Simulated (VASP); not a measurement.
Calculation: r2SCAN meta-GGA, VASP's PBE PAW potentials (set 64) (plane waves; VASP 6.6.1).

A VASP calculation is set up with these files.

POSCAR:
```
Ir(211) slab
1.0
  6.6717653214   0.0000000000   0.0000000000
  0.0000000000   2.7237367884   0.0000000000
  0.0000000000   0.0000000000  24.4819638897
Ir
12
Cartesian
  4.5018038477   0.6809341971   8.0345504935
  6.6471449608   2.0428025913   8.7476654025
  2.1833132140   0.6809341971   9.4280280561
  4.4228674841   2.0428025913  10.2657778009
  0.0311302261   0.6809341971  11.0900307075
  2.2448955153   2.0428025913  11.8525938219
  4.4268698061   0.6809341971  12.6293700678
  6.6406350953   2.0428025913  13.3919331822
  2.2488978373   0.6809341971  14.2161860888
  4.4884521074   2.0428025913  15.0539358336
  0.0246203606   0.6809341971  15.7342984872
  2.1699614737   2.0428025913  16.4474133962
```

KPOINTS:
```
Automatic mesh
0
Gamma
4 10 1
0 0 0
```

**INCAR**
```
# general
SYSTEM  = Ir(211) slab
PREC    = Normal
ENCUT   = 400
LREAL   = F
LASPH   = T

# electronic loop
EDIFF   = 1E-5
NELM    = 100
NELMIN  = 4
ALGO    = Normal
LMAXMIX = 6
LMIXTAU = T

# smearing
ISMEAR  = 1
SIGMA   = 0.1

# functional
METAGGA = R2SCAN

# ions
IBRION  = 2
NSW     = 120
ISIF    = 2
EDIFFG  = -0.03

# output
LWAVE   = T
LCHARG  = F

# other
LDIPOL  = T
IDIPOL  = 3
DIPOL   = 0.5 0.5 0.5
```

POTCAR, in this order: Ir (PBE.64 set). Program: vasp_std.

The resulting files:

### OUTCAR
```
 ion  position               nearest neighbor table
   1  0.675  0.250  0.328-   4 2.62   4 2.62   2 2.64   2 2.64   3 2.71
   2  0.996  0.750  0.357-   1 2.64   1 2.64   3 2.68   3 2.68   4 2.69   5 2.71   5 2.71
   3  0.327  0.250  0.385-   2 2.68   2 2.68   1 2.71   5 2.72   4 2.75   4 2.75   6 2.78   6 2.78
  LATTYP: Found a simple orthorhombic cell.
 ALAT       =     2.7237367884
 B/A-ratio  =     2.4494897414
 C/A-ratio  =     8.9883736174
 Subroutine PRICEL returns:
 Original cell was already a primitive cell.
 Subroutine GETGRP returns: Found  4 space group operations
The static configuration has the point symmetry S_2 .
 The point group associated with its full space group is C_2h.
The dynamic configuration has the point symmetry S_2 .
 Subroutine INISYM returns: Found  4 space group operations
 Subroutine IBZKPT returns following result:
 Found     18 irreducible k-points:

 Following reciprocal coordinates:
            Coordinates               Weight
  0.000000  0.000000  0.000000      1.000000
  0.250000  0.000000  0.000000      2.000000
  0.500000  0.000000  0.000000      1.000000
  0.000000  0.100000  0.000000      2.000000
  0.250000  0.100000  0.000000      4.000000
  0.500000  0.100000  0.000000      2.000000
  0.000000  0.200000  0.000000      2.000000
  0.250000  0.200000  0.000000      4.000000
  0.500000  0.200000  0.000000      2.000000
  0.000000  0.300000  0.000000      2.000000
  0.250000  0.300000  0.000000      4.000000
  0.500000  0.300000  0.000000      2.000000
  0.000000  0.400000  0.000000      2.000000
  0.250000  0.400000  0.000000      4.000000
  0.500000  0.400000  0.000000      2.000000
  0.000000  0.500000  0.000000      1.000000
  0.250000  0.500000  0.000000      2.000000
  0.500000  0.500000  0.000000      1.000000
   k-points           NKPTS =     18   k-points in BZ     NKDIM =     18   number of bands    NBANDS=     64
   number of dos      NEDOS =    301   number of ions     NIONS =     12
   total plane-waves  NPLWV =  60480
   dimension x,y,z NGX =    36 NGY =   14 NGZ =  120
   dimension x,y,z NGXF=    72 NGYF=   28 NGZF=  240
   ions per type =              12
   PREC   = normal    normal or accurate (medium, high low for compatibility)
   ISTART =      0    job   : 0-new  1-cont  2-samecut
   ICHARG =      2    charge: 1-file 2-atom 10-const
   ISPIN  =      1    spin polarized calculation?
   LNONCOLLINEAR =      F non collinear calculations
   LSORBIT =      F    spin-orbit coupling
   INIWAV =      1    electr: 0-lowe 1-rand  2-diag
   ENCUT  =  400.0 eV  29.40 Ry    5.42 a.u.  10.88  4.44 39.92*2*pi/ulx,y,z
   NELM   =    100;   NELMIN=  4; NELMDL= -5     # of ELM steps
   EDIFF  = 0.1E-04   stopping-criterion for ELM
   LREAL  =      F    real-space projection
   NLSPLINE    = F    spline interpolate recip. space projectors
   LMAXMIX     =    6 max onsite mixed and CHGCAR
   VOSKOWN=      0    Vosko Wilk Nusair interpolation
   EDIFFG = -.3E-01   stopping-criterion for IOM
   NSW    =    120    number of steps for IOM
   NBLOCK =      1;   KBLOCK =    120    inner block; outer block
   IBRION =      2    ionic relax: 0-MD 1-quasi-New 2-CG
   NFREE  =      1    steps in history (QN), initial steepest desc. (CG)
   ISIF   =      2    stress and relaxation
   ISYM   =      2    0-nonsym 1-usesym 2-fastsym
   TEIN   =    0.0    initial temperature
   TEBEG  =    0.0;   TEEND  =   0.0 temperature during run
   SMASS  =  -3.00    Nose mass-parameter (am)
   PSTRESS=    0.0 pullay stress
   NELECT =     108.0000    total number of electrons
   EFERMI =   0.00;   METHOD = LEGACY
   ISMEAR =     1;   SIGMA  =   0.10  broadening in eV -4-tet -1-fermi 0-gaus
   IALGO  =     38    algorithm
   LDIAG  =      T    sub-space diagonalisation (order eigenvalues)
   IMIX   =      4    mixing-type and parameters
...
```

File OSZICAR:
```
...
DAV:  11    -0.621788913413E+03   -0.15402E-04   -0.13844E-05  1360   0.244E-02    0.106E-02
DAV:  12    -0.621788927144E+03   -0.13732E-04   -0.81954E-06  1288   0.200E-02    0.775E-03
DAV:  13    -0.621788951451E+03   -0.24307E-04   -0.83646E-06  1352   0.180E-02    0.357E-03
DAV:  14    -0.621788949825E+03    0.16263E-05   -0.57348E-06  1264   0.175E-02
   6 F= -.62178895E+03 E0= -.62178647E+03  d E =-.109033E-01
       N       E                     dE             d eps       ncg     rms          rms(c)
DAV:   1    -0.621776285537E+03    0.12666E-01   -0.46859E+00  2304   0.707E+00    0.385E-01
DAV:   2    -0.621796257281E+03   -0.19972E-01   -0.13964E-01  3592   0.233E+00    0.110E+00
DAV:   3    -0.621789174326E+03    0.70830E-02   -0.34107E-02  3776   0.154E+00    0.317E-01
DAV:   4    -0.621791262919E+03   -0.20886E-02   -0.30825E-03  3392   0.334E-01    0.241E-01
DAV:   5    -0.621792185589E+03   -0.92267E-03   -0.12326E-03  3736   0.277E-01    0.239E-01
DAV:   6    -0.621792132475E+03    0.53114E-04   -0.32921E-03  3728   0.376E-01    0.181E-01
DAV:   7    -0.621793020604E+03   -0.88813E-03   -0.15237E-03  3704   0.286E-01    0.830E-02
DAV:   8    -0.621793132813E+03   -0.11221E-03   -0.61762E-04  3184   0.129E-01    0.455E-02
DAV:   9    -0.621793110589E+03    0.22224E-04   -0.10954E-04  3016   0.759E-02    0.302E-02
DAV:  10    -0.621793185922E+03   -0.75333E-04   -0.29268E-05  1768   0.422E-02    0.160E-02
DAV:  11    -0.621793204987E+03   -0.19066E-04   -0.13808E-05  1360   0.251E-02    0.110E-02
DAV:  12    -0.621793216080E+03   -0.11093E-04   -0.85937E-06  1320   0.200E-02    0.816E-03
DAV:  13    -0.621793251239E+03   -0.35159E-04   -0.12659E-05  1472   0.225E-02    0.379E-03
DAV:  14    -0.621793261076E+03   -0.98366E-05   -0.74941E-06  1352   0.206E-02
   7 F= -.62179326E+03 E0= -.62179056E+03  d E =-.152146E-01
       N       E                     dE             d eps       ncg     rms          rms(c)
DAV:   1    -0.621793134714E+03    0.11653E-03   -0.53134E-02  2320   0.753E-01    0.399E-02
DAV:   2    -0.621793183974E+03   -0.49260E-04   -0.14901E-03  3536   0.227E-01    0.104E-01
DAV:   3    -0.621793198731E+03   -0.14757E-04   -0.31135E-04  3520   0.148E-01    0.323E-02
DAV:   4    -0.621793277783E+03   -0.79052E-04   -0.44140E-05  2208   0.403E-02    0.235E-02
DAV:   5    -0.621793297094E+03   -0.19311E-04   -0.22807E-05  1656   0.464E-02    0.249E-02
DAV:   6    -0.621793342648E+03   -0.45554E-04   -0.53251E-05  1944   0.519E-02    0.136E-02
DAV:   7    -0.621793353128E+03   -0.10481E-04   -0.13592E-05  1344   0.332E-02    0.885E-03
DAV:   8    -0.621793350042E+03    0.30862E-05   -0.75249E-06  1264   0.179E-02
   8 F= -.62179335E+03 E0= -.62179063E+03  d E =-.153035E-01
       N       E                     dE             d eps       ncg     rms          rms(c)
DAV:   1    -0.621792478031E+03    0.87510E-03   -0.10121E+00  2304   0.335E+00    0.154E-01
DAV:   2    -0.621792306905E+03    0.17113E-03   -0.24543E-02  3456   0.875E-01    0.271E-01
DAV:   3    -0.621794153043E+03   -0.18461E-02   -0.33044E-03  3488   0.460E-01    0.116E-01
DAV:   4    -0.621795513369E+03   -0.13603E-02   -0.10694E-03  2976   0.212E-01    0.102E-01
DAV:   5    -0.621795917748E+03   -0.40438E-03   -0.63669E-04  3584   0.201E-01    0.922E-02
DAV:   6    -0.621796045670E+03   -0.12792E-03   -0.52970E-04  3376   0.136E-01    0.429E-02
DAV:   7    -0.621796123697E+03   -0.78027E-04   -0.15530E-04  3344   0.923E-02    0.203E-02
DAV:   8    -0.621796132563E+03   -0.88659E-05   -0.73891E-05  2392   0.477E-02
   9 F= -.62179613E+03 E0= -.62179342E+03  d E =-.278252E-02
       N       E                     dE             d eps       ncg     rms          rms(c)
DAV:   1    -0.621796106147E+03    0.17550E-04   -0.51045E-02  2304   0.753E-01    0.345E-02
DAV:   2    -0.621796078402E+03    0.27745E-04   -0.12181E-03  3480   0.190E-01    0.552E-02
DAV:   3    -0.621796203503E+03   -0.12510E-03   -0.12763E-04  3088   0.926E-02    0.237E-02
DAV:   4    -0.621796289475E+03   -0.85972E-04   -0.35257E-05  1952   0.378E-02    0.216E-02
DAV:   5    -0.621796305617E+03   -0.16142E-04   -0.29540E-05  1736   0.535E-02    0.258E-02
DAV:   6    -0.621796286931E+03    0.18685E-04   -0.37887E-05  1792   0.416E-02    0.149E-02
DAV:   7    -0.621796310083E+03   -0.23151E-04   -0.11506E-05  1328   0.298E-02    0.751E-03
DAV:   8    -0.621796305211E+03    0.48718E-05   -0.86004E-06  1344   0.199E-02
  10 F= -.62179631E+03 E0= -.62179360E+03  d E =-.295517E-02
       N       E                     dE             d eps       ncg     rms          rms(c)
DAV:   1    -0.621796280114E+03    0.29969E-04   -0.93325E-03  2320   0.323E-01    0.166E-02
DAV:   2    -0.621796294132E+03   -0.14018E-04   -0.22930E-04  3464   0.870E-02    0.245E-02
DAV:   3    -0.621796316199E+03   -0.22067E-04   -0.21894E-05  1672   0.458E-02    0.923E-03
DAV:   4    -0.621796326870E+03   -0.10670E-04   -0.13574E-05  1352   0.227E-02    0.763E-03
DAV:   5    -0.621796326110E+03    0.75947E-06   -0.56247E-06  1280   0.175E-02
  11 F= -.62179633E+03 E0= -.62179363E+03  d E =-.297607E-02
       N       E                     dE             d eps       ncg     rms          rms(c)
DAV:   1    -0.621796270770E+03    0.56100E-04   -0.21140E-01  2304   0.154E+00    0.535E-02
DAV:   2    -0.621796722122E+03   -0.45135E-03   -0.39149E-03  3520   0.332E-01    0.122E-01
DAV:   3    -0.621796615373E+03    0.10675E-03   -0.29546E-04  3288   0.156E-01    0.527E-02
DAV:   4    -0.621796744834E+03   -0.12946E-03   -0.63954E-05  2264   0.580E-02    0.627E-02
DAV:   5    -0.621796782561E+03   -0.37728E-04   -0.19398E-04  3360   0.100E-01    0.442E-02
DAV:   6    -0.621796824095E+03   -0.41533E-04   -0.89355E-05  2856   0.732E-02    0.101E-02
DAV:   7    -0.621796869630E+03   -0.45536E-04   -0.30823E-05  1720   0.404E-02    0.107E-02
DAV:   8    -0.621796854644E+03    0.14987E-04   -0.98852E-06  1392   0.258E-02    0.911E-03
DAV:   9    -0.621796902479E+03   -0.47835E-04   -0.99242E-06  1504   0.229E-02    0.467E-03
DAV:  10    -0.621796900663E+03    0.18156E-05   -0.14022E-05  1560   0.267E-02
  12 F= -.62179690E+03 E0= -.62179422E+03  d E =-.574553E-03
       N       E                     dE             d eps       ncg     rms          rms(c)
DAV:   1    -0.621796652197E+03    0.25028E-03   -0.13621E-01  2304   0.123E+00    0.421E-02
DAV:   2    -0.621796916845E+03   -0.26465E-03   -0.25677E-03  3528   0.271E-01    0.100E-01
DAV:   3    -0.621796870781E+03    0.46064E-04   -0.18655E-04  3144   0.124E-01    0.443E-02
DAV:   4    -0.621796956362E+03   -0.85581E-04   -0.41771E-05  1968   0.467E-02    0.508E-02
DAV:   5    -0.621796998229E+03   -0.41867E-04   -0.11769E-04  3000   0.827E-02    0.362E-02
DAV:   6    -0.621797022312E+03   -0.24084E-04   -0.62600E-05  2368   0.605E-02    0.825E-03
DAV:   7    -0.621797037855E+03   -0.15543E-04   -0.22603E-05  1632   0.344E-02    0.921E-03
DAV:   8    -0.621797029172E+03    0.86840E-05   -0.75521E-06  1344   0.215E-02
  13 F= -.62179703E+03 E0= -.62179436E+03  d E =-.703061E-03
       N       E                     dE             d eps       ncg     rms          rms(c)
DAV:   1    -0.621796867333E+03    0.17052E-03   -0.19500E-01  2304   0.147E+00    0.528E-02
DAV:   2    -0.621796540521E+03    0.32681E-03   -0.40117E-03  3152   0.325E-01    0.837E-02
DAV:   3    -0.621797003237E+03   -0.46272E-03   -0.38441E-04  3200   0.164E-01    0.456E-02
DAV:   4    -0.621797151870E+03   -0.14863E-03   -0.10510E-04  2496   0.759E-02    0.394E-02
DAV:   5    -0.621797408240E+03   -0.25637E-03   -0.14930E-04  2624   0.885E-02    0.398E-02
DAV:   6    -0.621797473192E+03   -0.64952E-04   -0.13264E-04  2592   0.797E-02    0.971E-03
DAV:   7    -0.621797497722E+03   -0.24530E-04   -0.22186E-05  1672   0.315E-02    0.836E-03
DAV:   8    -0.621797502954E+03   -0.52316E-05   -0.75357E-06  1320   0.228E-02
  14 F= -.62179750E+03 E0= -.62179482E+03  d E =-.473782E-03
```

File OUTCAR:
```
------------------------ aborting loop because EDIFF is reached ----------------------------------------
  FORCE on cell =-STRESS in cart. coord.  units (eV):
  Direction    XX          YY          ZZ          XY          YZ          ZX
  --------------------------------------------------------------------------------------
  Total       -7.6819596    -10.0806976     -0.0164891      0.0000000      0.0000000     -0.4309224
  in kB      -27.6649855    -36.3035435     -0.0593823      0.0000000      0.0000000     -1.5518776
  external PRESSURE =     -21.3426371 kB  Pullay stress =       0.0000000 kB
  volume of cell :      444.89
      direct lattice vectors                 reciprocal lattice vectors
     6.671765321  0.000000000  0.000000000     0.149885368  0.000000000  0.000000000
     0.000000000  2.723736788  0.000000000     0.000000000  0.367142671  0.000000000
     0.000000000  0.000000000 24.481963890     0.000000000  0.000000000  0.040846396
 POSITION                                       TOTAL-FORCE (eV/Angst)
 -----------------------------------------------------------------------------------
      4.51651      0.68093      8.08305         0.023249      0.000000     -0.011737
      6.66771      2.04280      8.77790         0.020836      0.000000      0.004159
      2.20257      0.68093      9.39634         0.023658     -0.000000      0.002450
      4.42535      2.04280     10.31772        -0.006400      0.000000      0.006169
      0.02468      0.68093     11.09424        -0.012827     -0.000000      0.019209
      2.23580      2.04280     11.83311         0.003223      0.000000     -0.000844
      4.43596      0.68093     12.64885        -0.003223     -0.000000      0.000844
      6.64708      2.04280     13.38772         0.012827      0.000000     -0.019209
      2.24641      0.68093     14.16425         0.006400     -0.000000     -0.006169
      4.46919      2.04280     15.08562        -0.023658      0.000000     -0.002450
      0.00406      0.68093     15.70406        -0.020836     -0.000000     -0.004159
      2.15525      2.04280     16.39891        -0.023249     -0.000000      0.011737
 -----------------------------------------------------------------------------------
    total drift:                                0.000000     -0.000000      0.000000
  FREE ENERGIE OF THE ION-ELECTRON SYSTEM (eV)
  ---------------------------------------------------
  free  energy   TOTEN  =      -621.7975029535 eV

  energy  without entropy=     -621.7894688285  energy(sigma->0) =     -621.79482491

 reached required accuracy - stopping structural energy minimisation
```
(Selected blocks of OUTCAR.)

### CONTCAR
```
Ir(211) slab
   1.00000000000000
     6.6717653213999997    0.0000000000000000    0.0000000000000000
     0.0000000000000000    2.7237367884000001    0.0000000000000000
     0.0000000000000000    0.0000000000000000   24.4819638897000011
  Ir
    12
Direct
     0.6769591281567831    0.2500000000000000    0.3301635344061130
     0.9993915868597826    0.7500000000000000    0.3585455713504949
     0.3301331644498197    0.2500000000000000    0.3838066596440480
     0.6632954408946833    0.7500000000000000    0.4214415176891903
     0.0036993364569643    0.2500000000000000    0.4531597190482690
     0.3351140361229767    0.7500000000000000    0.4833400862857372
     0.6648859638770233    0.2500000000000000    0.5166599137142629
     0.9963006635430356    0.7500000000000000    0.5468402809517309
     0.3367045591053167    0.2500000000000000    0.5785584823108095
     0.6698668355501803    0.7500000000000000    0.6161933403559521
     0.0006084131402173    0.2500000000000000    0.6414544286495050
     0.3230408718432167    0.7500000000000000    0.6698364655938874
```

The cell is a thin slab with vacuum, built from Ir (fcc): (211) face.
